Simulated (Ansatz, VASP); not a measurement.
# TePtS in two plane-wave programs, part 2 of 2

One calculation is typed for both programs; each brings its own data sets. How far apart do they land? Of the first pair: The structure shown is the start of the Ansatz relaxation below; VASP solves that cell, so the two are compared at the walk's first step.

VASP 6.6.1 and Ansatz 0.2.0.

So far. Step 3 (VASP: single point, PBE, start cell, pair 1): The run ends at a pressure of -0.05 GPa, with forces up to 0.018 eV/Å.

## (6) Ansatz: relaxation, PBE

Level of this step: Ansatz beside VASP: Kohn-Sham DFT, plane waves, PBE (Ansatz).

This run makes the geometry at which the two programs are then compared.

The structure compared here is the end of the Ansatz relaxation.

The input, input.yaml:

```yaml
crystal:
  lattice:
    - [3.8138508446, 0.0, 0.0]
    - [-1.9069254223, 3.3028917177, 0.0]
    - [0.0, 0.0, 30.0]
  atoms:
    - { symbol: Pt, position: [0.0, 0.0, 0.3349555741] }
    - { symbol: S, position: [0.3333333333, 0.6666666667, 0.3744644534] }
    - { symbol: Te, position: [0.6666666667, 0.3333333333, 0.2872466392] }
  periodic: [true, true, false]
kpoints:
  mp_grid: { grid: [9, 9, 1] }
hamiltonian:
  xc: pbe
scf:
  occupations: { method: gaussian, width: 0.02 }
output:
  forces: true
  stress: true
  eigenvalues: true
relax:
  adjacent_minimum: "off"
  f_tol: 0.005
  max_steps: 80
  cell: { stress_2d_tol: 0.02 }
```

The run is started by

```
$ ansatz run input.yaml --threads 8 --pin off --max-ram 14336MiB --backend cpu --events-out ev --progress --plain --runs-dir out
```

Numbers of over 12 decimals in the logs are rounded to 6 here.

The log of the run:

```text
[...]
Crystal: 3 atoms, lattice volume = 377.902 Å³
Basis set: ecut = 420 eV, 7361 PW (Γ), exchange–correlation on 54×54×432 points (8 copies of the dense FFT grid, shifted against one another)
Bands: 24, of which v1, the nominal top of the filled ones, is band 20 counted from 1 (19 counted from 0)
Symmetry: 6 space group operations
[...]
k-points: 12 of 81 (time reversal used)
[...]
° read free of the cell's end (the report's vacuum.weakly_bound_levels)
--- Relaxed structure (4 steps of the walk, 3 accepted, 1 SCFs on fresh bases) ---
[...]
cell:  # Å, volume = 377.3045 Å³
    - [3.810834, 0.0, 0]
    - [-1.905417, 3.300279, 0]
    - [0, 0, 30.0]
  atoms:
    - { symbol: Pt, position: [0, 0, 0.334980] }
    - { symbol: S, position: [0.333333, 0.666667, 0.374554] }
    - { symbol: Te, position: [0.666667, 0.333333, 0.287133] }
[key lines of the parts left out:]
SCF converged after 7 iterations
Free energy (F): -20405.861219 eV
Fermi energy:    -5.072086 eV
P = ½ c Tr σ = -0.0029 N/m
```

## (7) VASP: single point, PBE, relaxed cell, pair 2

The same cell, functional, mesh and smearing now go to VASP, with its own data sets.

The input, INCAR:

```
SYSTEM = TePtS
PREC = Accurate
ENCUT = 400
EDIFF = 1E-06
NELM = 120
ISMEAR = 0
SIGMA = 0.02
LREAL = .FALSE.
ALGO = Normal
GGA = PE
NBANDS = 17
LASPH = .TRUE.
LORBIT = 11
LWAVE = .FALSE.
LCHARG = .FALSE.
ISIF = 2
LDIPOL = .TRUE.
IDIPOL = 3
DIPOL = 0.5 0.5 0.332
LVHAR = .TRUE.
GGA_COMPAT = .FALSE.
EFERMI = MIDGAP
NELMDL = -8
```

The input, POSCAR:

```
TePtS
1.0
    3.8108341679      0.0000000000      0.0000000000
   -1.9054170839      3.3002791990      0.0000000000
    0.0000000000      0.0000000000     30.0000000000
Pt S Te
1 1 1
Direct
    0.0000000000      0.0000000000      0.3349797078
    0.3333333333      0.6666666667      0.3745541445
    0.6666666667      0.3333333333      0.2871328144
```

The input, KPOINTS:

```
Automatic mesh
0
Gamma
9 9 1
0 0 0
```

The projector-augmented-wave data sets are Pt, S and Te (PBE family, release 64).

The run is started by

```
$ mpirun -np 1 vasp_std
```

The log of the run:

```text
[... set-up lines as in an earlier step ...]
 entering main loop
       N       E                     dE             d eps       ncg     rms          rms(c)
DAV:   1     0.160588056861E+03    0.16059E+03   -0.58890E+03   408   0.730E+02
DAV:   2     0.494848657820E+01   -0.15564E+03   -0.14650E+03   688   0.145E+02
DAV:   3    -0.147842855065E+02   -0.19733E+02   -0.19357E+02   506   0.658E+01
DAV:   4    -0.152410364937E+02   -0.45675E+00   -0.45525E+00   524   0.115E+01
[...]
DAV:  24    -0.141991703273E+02   -0.12856E-05   -0.24797E-08   402   0.515E-04    0.136E-04
DAV:  25    -0.141991713595E+02   -0.10322E-05   -0.31440E-08   386   0.400E-04    0.880E-05
DAV:  26    -0.141991717506E+02   -0.39111E-06   -0.59860E-09   438   0.252E-04
   1 F= -.14199172E+02 E0= -.14199172E+02  d E =0.000000E+00
```

OUTCAR, selected parts (step 7):

```text
  Total       -0.1344961     -0.1344961     -0.0976358     -0.0000000      0.0000000     -0.0000000
  in kB       -0.5711213     -0.5711213     -0.4145984     -0.0000000      0.0000000     -0.0000000
  external PRESSURE =      -0.5189470 kB  Pullay stress =       0.0000000 kB

 POSITION                                       TOTAL-FORCE (eV/Angst)
 -----------------------------------------------------------------------------------
      0.00000      0.00000     10.04939        -0.000000     -0.000000     -0.005420
     -0.00000      2.20019     11.23662         0.000000     -0.000000     -0.026824
      1.90542      1.10009      8.61398        -0.000000      0.000000      0.032243
 -----------------------------------------------------------------------------------
    total drift:                               -0.000000     -0.000000      0.000441

  FREE ENERGIE OF THE ION-ELECTRON SYSTEM (eV)
  ---------------------------------------------------
  free  energy   TOTEN  =       -14.1991717506 eV

  energy  without entropy=      -14.1991717506  energy(sigma->0) =      -14.19917175

[... 1 part as in an earlier step ...]

[... 2 further parts left out ...]
[key lines of the parts left out:]
E-fermi :  -2.9176
```

The run ends at a pressure of -0.05 GPa, with forces up to 0.032 eV/Å.

## (8) Comparison

What differs besides the data sets and the points named for the pairs above, as far as they apply: the data sets hold 40 valence electrons in Ansatz (on its default PAW (the set named soft_2) files) and 22 in VASP. Total energies have different zeros and are not compared.

Both answers:

```csv
quantity,Ansatz,VASP,difference
gap on the k mesh (eV),0.892,0.897,-0.005
```

At this near-relaxed geometry the largest component of a force difference is 32 meV/Å. A gap on the mesh is an upper bound, since the band edges may lie between its points; neither run holds spin-orbit coupling, which can move the band edges of a compound of Pt. With vacuum in the cell, a pressure given here is an average over mostly empty space and none of the material.

## (9) Outcome

| Item | Value |
| --- | --- |
| r.m.s. force difference (single point, PBE, start cell, pair 1) | 14 meV/Å |
| r.m.s. force difference (single point, PBE, relaxed cell, pair 2) | 14 meV/Å |

**Reading.** The r.m.s. force difference is 14 meV/Å (single point, PBE, relaxed cell, pair 2), beyond the 12 meV/Å picked in this series as the mark of a large difference. The data sets hold unlike numbers of valence electrons (40 in Ansatz and 22 in VASP), so part of the differences comes from the potentials. For single point, PBE, start cell, pair 1, no further run moves any of the tabulated differences by more than a quarter of its size. What causes the difference of the single point, PBE, relaxed cell, pair 2 pair stays open here. How closely two codes agree says nothing of how well the functional describes the real material.

[Lines on the potential files, build, host, timing and source positions are cut from VASP's logs without a mark.]

[Logs are printed without paths, hosts, clocks, repeated set-up lines and the standing remarks that a program may print on its own settings, such as how far it seeks lower states.]

[Hosts, paths, dates, database ids (printed as entryN), source tags and the programs' standing remarks are cut or masked in the printed files.]
